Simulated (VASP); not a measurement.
Given:

```xyz
4
Lattice="1.9575 -3.3905 0.0000 1.9575 3.3905 0.0000 0.0000 0.0000 5.0755" Properties=species:S:1:pos:R:3 pbc="T T T"
Ni     0.0000     0.0000     2.5377
Ni     0.0000     0.0000     0.0000
Sb     1.9575     1.1302     1.2689
Sb     1.9575    -1.1302     3.8066
```

All values below come from PBEsol GGA, VASP's PBE PAW potentials (set 64) (plane waves; VASP 6.6.1). Numerical set-up: 500 eV cut-off, 9×9×6 Γ-centred mesh, first-order Methfessel-Paxton smearing of 0.10 eV, potentials Ni Sb.

Energy and stress use the plane-wave basis of the starting cell.

Task: The ions, cell shape and volume at an external pressure of 5.0 GPa are relaxed. Give the cell that the relaxation ends in.

Result: 
```xyz
4
Lattice="1.9342 -3.3501 0.0000 1.9342 3.3501 0.0000 0.0000 0.0000 5.0147" Properties=species:S:1:pos:R:3 pbc="T T T"
Ni     0.0000     0.0000     2.5074
Ni     0.0000     0.0000     0.0000
Sb     1.9342     1.1167     1.2537
Sb     1.9342    -1.1167     3.7610
```
Space group P6_3/mmc (194), at a tolerance of 0.03 Å.

Task: How do energy and volume change from the first to the last step?

Result: The energy (σ→0) changes by +8.6 meV/atom and the volume by -3.5 %, in 3 ionic steps.

| step | E(σ→0) (eV) | max force (eV/Å) | pressure (GPa) | volume (Å³) |
|---|---|---|---|---|
| 1 | -22.6844 | 0.000 | -0.09 | 67.37 |
| 2 | -22.5078 | 0.000 | 12.25 | 62.29 |
| 3 | -22.6500 | 0.000 | 4.98 | 64.99 |

The compound is NiSb in the NiAs type structure. This run relaxes it under an external pressure of 5 GPa. Symmetry was kept, so distortions that lower it aren't found. The run is not spin-polarised, so no magnetic state was tried.
